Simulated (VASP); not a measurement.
# PbF2 (Fluorocronite): NMR shieldings

What are the shielding tensors of PbF2 (Fluorocronite)? The cell is of the fluorite type, one of the forms listed for this formula, which need not be the common one. The start is a cell from a database of measured crystal structures.

Calculated with VASP 6.6.1; PBE; plane waves and PAW (Pb_d, F), in the first sound run; inputs show where later runs differ.

This is a report of a sequence of runs, with most program output left out.

The database entry behind the starting cell differs from later determinations by our own check (0.1 to 0.3 % short, probably kX units), so it need not match the best structure at ambient conditions.

## Step 1: Set-up

The structure is cubic, space group Fm-3m (No. 225). The conventional cell has a = 5.927 Å, b = 5.927 Å, c = 5.927 Å, α = 90.00°, β = 90.00°, γ = 90.00°. Nearest to Pb lie 8 F at 2.57 Å. Nearest to F lie 4 Pb at 2.57 Å. Farther neighbours and most contacts between anions are not listed.

Coordinates:

```xyz
3
Lattice="0.0000 2.9637 2.9637 2.9637 0.0000 2.9637 2.9637 2.9637 0.0000" Properties=species:S:1:pos:R:3 pbc="T T T"
Pb    0.0000    0.0000    0.0000
F     4.4455    4.4455    4.4455
F     1.4818    1.4818    1.4818
```

## Step 2: Ground state

The next steps need an insulator, so the gap is checked first.

Input file INCAR:

```
SYSTEM = PbF2
PREC = Accurate
ENCUT = 520
EDIFF = 1E-07
NELM = 100
ISMEAR = 0
SIGMA = 0.01
LREAL = .FALSE.
ALGO = Normal
GGA = PE
NBANDS = 20
LORBIT = 11
LWAVE = .FALSE.
LCHARG = .FALSE.
KPAR = 2
```

Input file POSCAR:

```
PbF2
1.0
    0.0000000000      2.9636600000      2.9636600000
    2.9636600000      0.0000000000      2.9636600000
    2.9636600000      2.9636600000      0.0000000000
Pb F
1 2
Direct
    0.0000000000      0.0000000000      0.0000000000
    0.7500000000      0.7500000000      0.7500000000
    0.2500000000      0.2500000000      0.2500000000
```

Input file KPOINTS:

```
Automatic mesh
0
Gamma
6 6 6
0 0 0
```

The projector-augmented-wave data sets are Pb_d and F (PBE family, release 64).

On the command line:

```bash
mpirun -np 2 vasp_std
```

Run time: 5.2 s. Hardware: 2 MPI ranks of Intel Xeon Platinum 8559C (Emerald Rapids), shared host; peak memory 0.33 GiB.

The gap is read on the k-mesh alone, so it is an upper bound where the band edges lie off the mesh.

This step gave:

* free energy (TOTEN): -14.33 eV
* Fermi energy: 1.938 eV
* pressure: 2.485 GPa
* gap on the k-mesh: 4.438 eV
* least direct gap on the k-mesh: 4.563 eV

The cell has a gap of 4.44 eV on this mesh and a pressure of +2.5 GPa, which holds the misfit of the given cell and coordinates with this functional, and any error of cutoff, mesh and data sets. Spin-orbit coupling is left out, which can shift or reorder these edges.

## Step 3: Shielding tensors

This step: chemical shifts by linear response (GIPAW), PBE; plane waves and PAW (Pb_d, F) (VASP 6.6.1).

LCHIMAG computes the induced currents by linear response. It needs tightly converged orbitals and a cutoff well above the default; LEFG adds the field gradients at no cost.

Input file INCAR:

```
SYSTEM = PbF2
PREC = Accurate
ENCUT = 560
EDIFF = 1E-09
NELM = 100
ISMEAR = 0
SIGMA = 0.01
LREAL = .FALSE.
ALGO = Normal
GGA = PE
NBANDS = 20
LWAVE = .FALSE.
LCHARG = .FALSE.
KPAR = 2
LCHIMAG = .TRUE.
LEFG = .TRUE.
DQ = 0.001
ICHIBARE = 1
LNMR_SYM_RED = .TRUE.
```

POSCAR is that of step 2.

KPOINTS is that of step 2.

On the command line:

```bash
mpirun -np 2 vasp_std
```

Run time: 1.7 min. Hardware: 2 MPI ranks; peak memory 0.47 GiB; 3.4 min of CPU time.

Spin-orbit coupling is left out, which changes shieldings on and beside heavy atoms by much.

Numbers from this step:

| Item | Value |
| --- | --- |
| free energy (TOTEN) | -14.34 eV |
| pressure | 2.520 GPa |

Valence and core; the G = 0 term is that of a spherical sample. NMR shielding, by row:

```csv
atom,isotropic shielding (ppm),span (ppm),skew,isotropic shielding without the G = 0 term (ppm)
Pb1,8390,0,-,8380
F2,170.2,0,-,160
F3,170.2,0,-,160
```

Ordered as |Vzz| ≥ |Vxx| ≥ |Vyy|, the program's way. Electric field gradients, by row:

```
atom  Vxx (V/Å²)  Vyy (V/Å²)  Vzz (V/Å²)  asymmetry
 Pb1       0.001       0.001      -0.002          -
  F2      -0.002      -0.002       0.004          -
  F3      -0.002      -0.002       0.004          -
```

## Step 4: Another functional, PAW release LDA 64

This step: chemical shifts by linear response (GIPAW), LDA; plane waves and PAW (Pb_d, F) (VASP 6.6.1).

The functional is changed, to see how much the shieldings depend on it.

Changes to INCAR since step 3:

```diff
@@ -9,3 +9,3 @@
 ALGO = Normal
-GGA = PE
+GGA = CA
 NBANDS = 20
```

POSCAR is that of step 3.

KPOINTS is that of step 3.

PAW data sets: Pb_d and F (LDA family, release 64).

On the command line:

```bash
mpirun -np 2 vasp_std
```

Run time: 1.7 min. Hardware: 2 MPI ranks; peak memory 0.44 GiB; 3.4 min of CPU time.

Numbers from this step:

```yaml
free_energy_toten: -15.92 eV
fermi_energy: 1.539 eV
pressure: -4.494 GPa
gap_on_the_k_mesh: 4.242 eV
least_direct_gap_on_the_k_mesh: 4.379 eV
```

Valence and core; the G = 0 term is that of a spherical sample. NMR shielding, by row:

| atom | isotropic shielding (ppm) | span (ppm) | skew | isotropic shielding without the G = 0 term (ppm) |
| --- | --- | --- | --- | --- |
| Pb1 | 8207 | 0 | - | 8197 |
| F2 | 146.4 | 0 | - | 136.2 |
| F3 | 146.4 | 0 | - | 136.2 |

Ordered as |Vzz| ≥ |Vxx| ≥ |Vyy|, the program's way. Electric field gradients, by row:

```
atom  Vxx (V/Å²)  Vyy (V/Å²)  Vzz (V/Å²)  asymmetry
 Pb1       0.001       0.001      -0.002          -
  F2      -0.002      -0.002       0.004          -
  F3      -0.002      -0.002       0.004          -
```

Against the first shielding run the largest change is -183.0 ppm, on Pb1.

## Step 5: Summary

This step: chemical shifts by linear response (GIPAW), PBE, LDA; plane waves and PAW (VASP 6.6.1).

This step runs nothing: it gathers the runs above.

Isotropic shieldings. Cost is wall time times ranks on a shared host. Shieldings by setting:

| run | ENCUT (eV) | k mesh | Pb1, Wyckoff letter a (ppm) | F2, Wyckoff letter c (ppm) | cost (core minutes) |
| --- | --- | --- | --- | --- | --- |
| first shielding run | 560 | 6x6x6 | 8390 | 170.2 | 3.47 |
| another functional | 560 | 6x6x6 | 8207 | 146.4 | 3.43 |

## Step 6: Summary of results

| Item | Value |
| --- | --- |
| Pb, isotropic shielding | 8390 ppm |
| F, isotropic shielding | 170.2 ppm |

In words: At PBE, in the first shielding run, the isotropic shieldings are Pb 8390 ppm; F 170.2 ppm. In the first shielding run all tensors are isotropic to 0.5 ppm, as the cubic site symmetry asks. In the undistorted cell the field gradients vanish by symmetry; what its table shows is numerical noise. Against the first shielding run, the one with another functional moves the shieldings by at most 183 ppm. Shifts were not obtained, since a shift is the shielding of a reference compound, computed alike, less these values. The G = 0 term is the part set by the sample's shape, taken here for a sphere. Spin-orbit effects on the shifts of and near heavy atoms are left out. No finer mesh was run, so convergence in it isn't shown. VASP's guide advises LASPH and NLSPLINE for shieldings, which this input doesn't set; the effect wasn't tested. The cell is of the fluorite type, one of the forms listed for this formula, which need not be the common one.

[Lines on the potential files, build, host, timing and source positions are cut from VASP's logs without a mark.]

[Logs are printed without paths, hosts, clocks, repeated set-up lines and the standing remarks that a program may print on its own settings, such as how far it seeks lower states.]

[Hosts, paths, dates, database ids (printed as entryN), source tags and the programs' standing remarks are cut or masked in the printed files.]
